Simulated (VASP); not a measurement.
All values below come from PBE GGA, VASP's PBE PAW potentials (set 64) (plane waves; VASP 6.6.1).

VASP ran on this input.

File KPOINTS:
```
Automatic mesh
0
Gamma
1 1 1
0 0 0
```

File POSCAR:
```
GdN
1
    0.0000000000     2.5398000000     2.5398000000
    2.5398000000     0.0000000000     2.5398000000
    2.5398000000     2.5398000000     0.0000000000
Gd N
1 1
Direct
  0.0000000000   0.0000000000   0.0000000000
  0.5000000000   0.5000000000   0.5000000000
```

**INCAR**
```
ALGO = Normal
EDIFF = 1E-6
ENCUT = 520
GGA = PE
ISIF = 2
ISMEAR = 0
LASPH = .TRUE.
LCHARG = .FALSE.
LMAXMIX = 6
LREAL = .FALSE.
LWAVE = .FALSE.
NELM = 100
PREC = Accurate
SIGMA = 0.05
SYSTEM = GdN
```

POTCAR, in this order: Gd_3 N (PBE.64 set). Program: vasp_std.

What VASP printed:

OSZICAR:
```
...
DAV:  12    -0.272940246341E+01    0.18492E+00   -0.10982E-01    22   0.258E+00    0.456E+00
DAV:  13    -0.277905636072E+01   -0.49654E-01   -0.30721E-03    28   0.432E-01    0.469E+00
DAV:  14    -0.272433245469E+01    0.54724E-01   -0.10645E-02    22   0.649E-01    0.462E+00
DAV:  15    -0.265179791565E+01    0.72535E-01   -0.79568E-03    22   0.598E-01    0.446E+00
DAV:  16    -0.247528904809E+01    0.17651E+00   -0.46300E-02    22   0.150E+00    0.388E+00
DAV:  17    -0.237803218626E+01    0.97257E-01   -0.22043E-02    22   0.101E+00    0.350E+00
DAV:  18    -0.297438554211E+01   -0.59635E+00   -0.29214E+00    22   0.283E+00    0.312E+01
DAV:  19    -0.675219624112E+01   -0.37778E+01   -0.80048E+01    22   0.206E+01    0.120E+01
DAV:  20    -0.573342217356E+01    0.10188E+01   -0.49486E-01    22   0.556E+00    0.941E+00
DAV:  21    -0.255862203057E+01    0.31748E+01   -0.50666E+00    22   0.156E+01    0.396E+00
DAV:  22    -0.231260779545E+01    0.24601E+00   -0.25686E-01    22   0.373E+00    0.313E+00
DAV:  23    -0.230380523673E+01    0.88026E-02   -0.19375E-03    28   0.380E-01    0.308E+00
DAV:  24    -0.378937010115E+01   -0.14856E+01   -0.57951E+00    22   0.289E+00    0.324E+01
DAV:  25    -0.151134924743E+02   -0.11324E+02   -0.17001E+02    22   0.367E+01    0.195E+01
DAV:  26    -0.365739461407E+01    0.11456E+02   -0.24831E+01    22   0.318E+01    0.598E+00
DAV:  27    -0.293675915591E+01    0.72064E+00   -0.71669E-01    22   0.766E+00    0.545E+00
DAV:  28    -0.308057979843E+01   -0.14382E+00   -0.29152E-02    22   0.120E+00    0.566E+00
DAV:  29    -0.251132654587E+01    0.56925E+00   -0.30502E-01    22   0.397E+00    0.378E+00
DAV:  30    -0.429522909355E+01   -0.17839E+01   -0.80996E+00    22   0.561E+00    0.329E+01
DAV:  31    -0.177108238546E+02   -0.13416E+02   -0.19367E+02    22   0.414E+01    0.216E+01
DAV:  32    -0.522349137518E+01    0.12487E+02   -0.21201E+01    22   0.307E+01    0.849E+00
DAV:  33    -0.248499410475E+01    0.27385E+01   -0.45964E+00    22   0.163E+01    0.366E+00
DAV:  34    -0.266340974142E+01   -0.17842E+00   -0.18866E+00    22   0.410E+00    0.275E+01
DAV:  35    -0.142709787726E+02   -0.11608E+02   -0.12459E+02    22   0.356E+01    0.185E+01
DAV:  36    -0.417625254548E+01    0.10095E+02   -0.18436E+01    22   0.276E+01    0.696E+00
DAV:  37    -0.241709152900E+01    0.17592E+01   -0.27026E+00    22   0.126E+01    0.357E+00
DAV:  38    -0.279057969317E+01   -0.37349E+00   -0.23174E+00    22   0.349E+00    0.297E+01
DAV:  39    -0.154888758381E+02   -0.12698E+02   -0.15182E+02    22   0.373E+01    0.196E+01
DAV:  40    -0.422526014228E+01    0.11264E+02   -0.21128E+01    22   0.299E+01    0.706E+00
DAV:  41    -0.242947235341E+01    0.17958E+01   -0.28137E+00    22   0.130E+01    0.360E+00
DAV:  42    -0.233179841769E+01    0.97674E-01   -0.18170E-01    22   0.293E+00    0.109E+01
DAV:  43    -0.500781945675E+01   -0.26760E+01   -0.50517E+00    22   0.158E+01    0.859E+00
DAV:  44    -0.266441564178E+01    0.23434E+01   -0.28548E+00    22   0.119E+01    0.421E+00
DAV:  45    -0.253676690714E+01    0.12765E+00   -0.15452E+00    22   0.551E+00    0.233E+01
DAV:  46    -0.105538298050E+02   -0.80171E+01   -0.72914E+01    22   0.293E+01    0.152E+01
DAV:  47    -0.374349042459E+01    0.68103E+01   -0.11693E+01    22   0.212E+01    0.639E+00
DAV:  48    -0.241089326571E+01    0.13326E+01   -0.17775E+00    22   0.100E+01    0.366E+00
DAV:  49    -0.295849321395E+01   -0.54760E+00   -0.29639E+00    22   0.356E+00    0.311E+01
DAV:  50    -0.150371055893E+02   -0.12079E+02   -0.16083E+02    22   0.365E+01    0.193E+01
DAV:  51    -0.383596345390E+01    0.11201E+02   -0.22345E+01    22   0.306E+01    0.649E+00
DAV:  52    -0.246807604358E+01    0.13679E+01   -0.19671E+00    22   0.112E+01    0.375E+00
DAV:  53    -0.230441315645E+01    0.16366E+00   -0.10808E-01    22   0.224E+00    0.293E+00
DAV:  54    -0.399923053393E+01   -0.16948E+01   -0.65772E+00    22   0.315E+00    0.328E+01
DAV:  55    -0.161177217710E+02   -0.12118E+02   -0.18003E+02    22   0.393E+01    0.207E+01
DAV:  56    -0.397400962782E+01    0.12144E+02   -0.23818E+01    22   0.322E+01    0.676E+00
DAV:  57    -0.261853898920E+01    0.13555E+01   -0.17793E+00    22   0.108E+01    0.420E+00
DAV:  58    -0.255360982538E+01    0.64929E-01   -0.40063E-02    22   0.129E+00    0.387E+00
DAV:  59    -0.226949126586E+01    0.28412E+00   -0.20081E-01    22   0.308E+00    0.896E-01
DAV:  60    -0.246615164690E+01   -0.19666E+00   -0.10895E-01    22   0.230E+00    0.354E+00
DAV:  61    -0.260728520083E+01   -0.14113E+00   -0.15188E+00    22   0.316E+00    0.259E+01
DAV:  62    -0.105844520465E+02   -0.79772E+01   -0.87615E+01    22   0.292E+01    0.151E+01
DAV:  63    -0.377138371371E+01    0.68131E+01   -0.11596E+01    22   0.212E+01    0.646E+00
DAV:  64    -0.254542874167E+01    0.12260E+01   -0.13993E+00    22   0.897E+00    0.405E+00
DAV:  65    -0.230343702639E+01    0.24199E+00   -0.16421E-01    22   0.275E+00    0.301E+00
DAV:  66    -0.368615186558E+01   -0.13827E+01   -0.54312E+00    25   0.279E+00    0.325E+01
DAV:  67    -0.152245334669E+02   -0.11538E+02   -0.17176E+02    22   0.377E+01    0.195E+01
DAV:  68    -0.402508981637E+01    0.11199E+02   -0.21408E+01    22   0.302E+01    0.686E+00
DAV:  69    -0.259371817479E+01    0.14314E+01   -0.18828E+00    22   0.109E+01    0.406E+00
DAV:  70    -0.233477172637E+01    0.25895E+00   -0.17603E-01    22   0.287E+00    0.314E+00
DAV:  71    -0.378436474446E+01   -0.14496E+01   -0.58681E+00    22   0.325E+00    0.326E+01
DAV:  72    -0.150657299800E+02   -0.11281E+02   -0.17038E+02    22   0.374E+01    0.190E+01
DAV:  73    -0.485863546172E+01    0.10207E+02   -0.16291E+01    22   0.266E+01    0.823E+00
DAV:  74    -0.274168354419E+01    0.21170E+01   -0.27416E+00    22   0.126E+01    0.446E+00
DAV:  75    -0.227241315299E+01    0.46927E+00   -0.48483E-01    22   0.478E+00    0.154E+00
DAV:  76    -0.279840691205E+01   -0.52599E+00   -0.19724E+00    28   0.162E+00    0.297E+01
DAV:  77    -0.128597743884E+02   -0.10061E+02   -0.13137E+02    22   0.332E+01    0.172E+01
DAV:  78    -0.470034262739E+01    0.81594E+01   -0.12312E+01    22   0.226E+01    0.808E+00
DAV:  79    -0.275271210726E+01    0.19476E+01   -0.23379E+00    22   0.115E+01    0.455E+00
DAV:  80    -0.234042419740E+01    0.41229E+00   -0.63502E-01    22   0.545E+00    0.117E+01
DAV:  81    -0.464107850262E+01   -0.23007E+01   -0.42177E+00    22   0.145E+01    0.810E+00
DAV:  82    -0.316293184895E+01    0.14781E+01   -0.10597E+00    22   0.726E+00    0.552E+00
DAV:  83    -0.229093869656E+01    0.87199E+00   -0.10205E+00    22   0.711E+00    0.303E+00
DAV:  84    -0.487504517003E+01   -0.25841E+01   -0.97293E+00    22   0.425E+00    0.329E+01
DAV:  85    -0.181212183544E+02   -0.13246E+02   -0.19849E+02    22   0.431E+01    0.215E+01
DAV:  86    -0.467089819251E+01    0.13450E+02   -0.24678E+01    22   0.337E+01    0.805E+00
DAV:  87    -0.259323919841E+01    0.20777E+01   -0.31899E+00    22   0.140E+01    0.402E+00
DAV:  88    -0.303840448586E+01   -0.44517E+00   -0.35829E+00    22   0.528E+00    0.316E+01
DAV:  89    -0.172073484139E+02   -0.14169E+02   -0.18246E+02    22   0.399E+01    0.207E+01
DAV:  90    -0.392446894581E+01    0.13283E+02   -0.27327E+01    22   0.347E+01    0.675E+00
DAV:  91    -0.233163914396E+01    0.15928E+01   -0.28945E+00    22   0.135E+01    0.315E+00
DAV:  92    -0.343094776880E+01   -0.10993E+01   -0.46425E+00    22   0.342E+00    0.325E+01
DAV:  93    -0.186417583544E+02   -0.15211E+02   -0.20016E+02    22   0.422E+01    0.217E+01
DAV:  94    -0.400869493165E+01    0.14633E+02   -0.30528E+01    22   0.374E+01    0.688E+00
DAV:  95    -0.240172388414E+01    0.16070E+01   -0.28570E+00    22   0.137E+01    0.332E+00
DAV:  96    -0.249548445111E+01   -0.93761E-01   -0.96226E-01    22   0.305E+00    0.219E+01
DAV:  97    -0.989026543734E+01   -0.73948E+01   -0.58355E+01    22   0.282E+01    0.142E+01
DAV:  98    -0.425057893316E+01    0.56397E+01   -0.79295E+00    22   0.176E+01    0.728E+00
DAV:  99    -0.260960250606E+01    0.16410E+01   -0.19574E+00    22   0.103E+01    0.409E+00
DAV: 100    -0.272444939930E+01   -0.11485E+00   -0.23313E+00    22   0.499E+00
   1 F= -.27244494E+01 E0= -.26866458E+01  d E =-.756073E-01
```

**OUTCAR**
```
------------------------ aborting loop EDIFF was not reached (unconverged)  ----------------------------
  FORCE on cell =-STRESS in cart. coord.  units (eV):
  Direction    XX          YY          ZZ          XY          YZ          ZX
  --------------------------------------------------------------------------------------
  Total       22.1900849     22.1900849     22.1900849      0.0000000      0.0000000     -0.0000000
  in kB     1085.0281219   1085.0281219   1085.0281219      0.0000000      0.0000000     -0.0000000
  external PRESSURE =    1085.0281219 kB  Pullay stress =       0.0000000 kB
  volume of cell :       32.77
      direct lattice vectors                 reciprocal lattice vectors
     0.000000000  2.539800000  2.539800000    -0.196865895  0.196865895  0.196865895
     2.539800000  0.000000000  2.539800000     0.196865895 -0.196865895  0.196865895
     2.539800000  2.539800000  0.000000000     0.196865895  0.196865895 -0.196865895
 POSITION                                       TOTAL-FORCE (eV/Angst)
 -----------------------------------------------------------------------------------
      0.00000      0.00000      0.00000        -0.000000      0.000000     -0.000000
      2.53980      2.53980      2.53980         0.000000     -0.000000      0.000000
 -----------------------------------------------------------------------------------
    total drift:                                0.000000      0.000000      0.000000
  FREE ENERGIE OF THE ION-ELECTRON SYSTEM (eV)
  ---------------------------------------------------
  free  energy   TOTEN  =        -2.7244493993 eV

  energy  without entropy=       -2.6488421394  energy(sigma->0) =       -2.68664577
```
(Selected blocks of OUTCAR.)

File stdout:
```
...
DAV:  81    -0.464107850262E+01   -0.23007E+01   -0.42177E+00    22   0.145E+01    0.810E+00
DAV:  82    -0.316293184895E+01    0.14781E+01   -0.10597E+00    22   0.726E+00    0.552E+00
DAV:  83    -0.229093869656E+01    0.87199E+00   -0.10205E+00    22   0.711E+00    0.303E+00
DAV:  84    -0.487504517003E+01   -0.25841E+01   -0.97293E+00    22   0.425E+00    0.329E+01
DAV:  85    -0.181212183544E+02   -0.13246E+02   -0.19849E+02    22   0.431E+01    0.215E+01
DAV:  86    -0.467089819251E+01    0.13450E+02   -0.24678E+01    22   0.337E+01    0.805E+00
DAV:  87    -0.259323919841E+01    0.20777E+01   -0.31899E+00    22   0.140E+01    0.402E+00
DAV:  88    -0.303840448586E+01   -0.44517E+00   -0.35829E+00    22   0.528E+00    0.316E+01
DAV:  89    -0.172073484139E+02   -0.14169E+02   -0.18246E+02    22   0.399E+01    0.207E+01
DAV:  90    -0.392446894581E+01    0.13283E+02   -0.27327E+01    22   0.347E+01    0.675E+00
DAV:  91    -0.233163914396E+01    0.15928E+01   -0.28945E+00    22   0.135E+01    0.315E+00
DAV:  92    -0.343094776880E+01   -0.10993E+01   -0.46425E+00    22   0.342E+00    0.325E+01
DAV:  93    -0.186417583544E+02   -0.15211E+02   -0.20016E+02    22   0.422E+01    0.217E+01
DAV:  94    -0.400869493165E+01    0.14633E+02   -0.30528E+01    22   0.374E+01    0.688E+00
DAV:  95    -0.240172388414E+01    0.16070E+01   -0.28570E+00    22   0.137E+01    0.332E+00
DAV:  96    -0.249548445111E+01   -0.93761E-01   -0.96226E-01    22   0.305E+00    0.219E+01
DAV:  97    -0.989026543734E+01   -0.73948E+01   -0.58355E+01    22   0.282E+01    0.142E+01
DAV:  98    -0.425057893316E+01    0.56397E+01   -0.79295E+00    22   0.176E+01    0.728E+00
DAV:  99    -0.260960250606E+01    0.16410E+01   -0.19574E+00    22   0.103E+01    0.409E+00
DAV: 100    -0.272444939930E+01   -0.11485E+00   -0.23313E+00    22   0.499E+00

 -----------------------------------------------------------------------------
|                                                                             |
|           W    W    AA    RRRRR   N    N  II  N    N   GGGG   !!!           |
|           W    W   A  A   R    R  NN   N  II  NN   N  G    G  !!!           |
|           W    W  A    A  R    R  N N  N  II  N N  N  G       !!!           |
|           W WW W  AAAAAA  RRRRR   N  N N  II  N  N N  G  GGG   !            |
|           WW  WW  A    A  R   R   N   NN  II  N   NN  G    G                |
|           W    W  A    A  R    R  N    N  II  N    N   GGGG   !!!           |
|                                                                             |
|     The electronic self-consistency was not achieved in the given           |
|     number of steps (NELM). The forces and other quantities evaluated       |
|     might not be reliable so examine the results carefully. If you find     |
|     spurious results, we suggest increasing NELM, if you were close to      |
|     convergence or switching to a different ALGO or adjusting the           |
|     density mixing parameters otherwise.                                    |
|                                                                             |
 -----------------------------------------------------------------------------

   1 F= -.27244494E+01 E0= -.26866458E+01  d E =-.756073E-01
```

The run did not converge; its last values are not results.

The 4f electrons are frozen in the core of the lanthanide potential, so 4f levels, which can set the real gap, and their magnetism are missing.

The compound is GdN in the rock salt structure. The cell was not relaxed at this level. The k-mesh is coarse (spacing up to 2.14 per Å, 2π included), so the numbers may not be converged in it. The run is one of a series of settings (KPOINTS 1×1×1 Γ-centred mesh against the base run), some of them coarse on purpose.
